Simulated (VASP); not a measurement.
Computed with PBE GGA, VASP's PBE PAW potentials (set 64) (plane waves; VASP 6.6.1).

Input for VASP

File POSCAR:
```
WSi
3.0578680
  1.0000000143   0.0000000000   0.0000000000
  0.0000000000   1.0000000143   0.0000000000
  0.0000000000   0.0000000000   1.0000000143
W Si
1 1
Cart
  0.0000000000   0.0000000000   0.0000000000
  0.5000000071   0.5000000071   0.5000000071
```

**INCAR**
```
# general
SYSTEM  = WSi
PREC    = Accurate
ENCUT   = 400
LREAL   = F
LASPH   = T

# electronic loop
EDIFF   = 1E-7
NELM    = 100
ALGO    = Normal
LMAXMIX = 6

# smearing
ISMEAR  = -5

# functional
GGA     = PE

# ions
ISIF    = 2

# output
LWAVE   = F
LCHARG  = T
LORBIT  = 11
NEDOS   = 601
```

File KPOINTS:
```
K-points
0
Gamma
  13 13 13
0 0 0
```

POTCAR, in this order: W_sv Si (PBE.64 set). Program: vasp_std.

The resulting files:

### OSZICAR
```
       N       E                     dE             d eps       ncg     rms          rms(c)
DAV:   1     0.861355935769E+02    0.86136E+02   -0.83243E+03  2200   0.122E+03
DAV:   2    -0.164700028338E+02   -0.10261E+03   -0.10018E+03  2409   0.308E+02
DAV:   3    -0.190813357782E+02   -0.26113E+01   -0.25712E+01  2779   0.450E+01
DAV:   4    -0.191056129734E+02   -0.24277E-01   -0.24239E-01  2399   0.463E+00
DAV:   5    -0.191058762086E+02   -0.26324E-03   -0.26349E-03  2744   0.504E-01    0.219E+01
DAV:   6    -0.181825012206E+02    0.92337E+00   -0.40841E+00  2489   0.169E+01    0.665E+00
DAV:   7    -0.181328820812E+02    0.49619E-01   -0.86077E-02  2399   0.223E+00    0.352E+00
DAV:   8    -0.181153919541E+02    0.17490E-01   -0.23496E-02  2599   0.123E+00    0.248E-01
DAV:   9    -0.181153612390E+02    0.30715E-04   -0.36566E-04  2489   0.156E-01    0.146E-01
DAV:  10    -0.181153174994E+02    0.43740E-04   -0.11973E-04  2444   0.142E-01    0.130E-02
DAV:  11    -0.181153165207E+02    0.97872E-06   -0.57025E-06  2594   0.310E-02    0.913E-03
DAV:  12    -0.181153149010E+02    0.16197E-05   -0.27227E-07  2121   0.567E-03    0.829E-04
DAV:  13    -0.181153145961E+02    0.30487E-06   -0.20509E-08  1332   0.132E-03    0.349E-04
DAV:  14    -0.181153146646E+02   -0.68563E-07   -0.26809E-09  1217   0.648E-04
   1 F= -.18115315E+02 E0= -.18115315E+02  d E =0.000000E+00
```

**OUTCAR**
```
------------------------ aborting loop because EDIFF is reached ----------------------------------------
  FORCE on cell =-STRESS in cart. coord.  units (eV):
  Direction    XX          YY          ZZ          XY          YZ          ZX
  --------------------------------------------------------------------------------------
  Total        0.0209507      0.0209507      0.0209507     -0.0000000      0.0000000     -0.0000000
  in kB        1.1739595      1.1739595      1.1739595     -0.0000000      0.0000000     -0.0000000
  external PRESSURE =       1.1739595 kB  Pullay stress =       0.0000000 kB
  volume of cell :       28.59
      direct lattice vectors                 reciprocal lattice vectors
     3.057868044  0.000000000  0.000000000     0.327025230  0.000000000  0.000000000
     0.000000000  3.057868044  0.000000000     0.000000000  0.327025230  0.000000000
     0.000000000  0.000000000  3.057868044     0.000000000  0.000000000  0.327025230
 POSITION                                       TOTAL-FORCE (eV/Angst)
 -----------------------------------------------------------------------------------
      0.00000      0.00000      0.00000         0.000000      0.000000      0.000000
      1.52893      1.52893      1.52893         0.000000      0.000000      0.000000
 -----------------------------------------------------------------------------------
    total drift:                                0.000000      0.000000      0.000000
  FREE ENERGIE OF THE ION-ELECTRON SYSTEM (eV)
  ---------------------------------------------------
  free  energy   TOTEN  =       -18.1153146646 eV

  energy  without entropy=      -18.1153146646  energy(sigma->0) =      -18.11531466

 total charge

# of ion       s       p       d       tot
------------------------------------------
    1        2.345   6.257   3.483  12.085
    2        0.737   0.910   0.000   1.647
--------------------------------------------------
tot          3.082   7.166   3.483  13.732
```
(Selected blocks of OUTCAR.)

For a metal the tetrahedron method with Blöchl corrections gives inexact stress and forces.

The structure was generated: WSi was put into the CsCl type type (Pm-3m), which need not be its known phase. It was relaxed first, which changed the volume by -36 %.
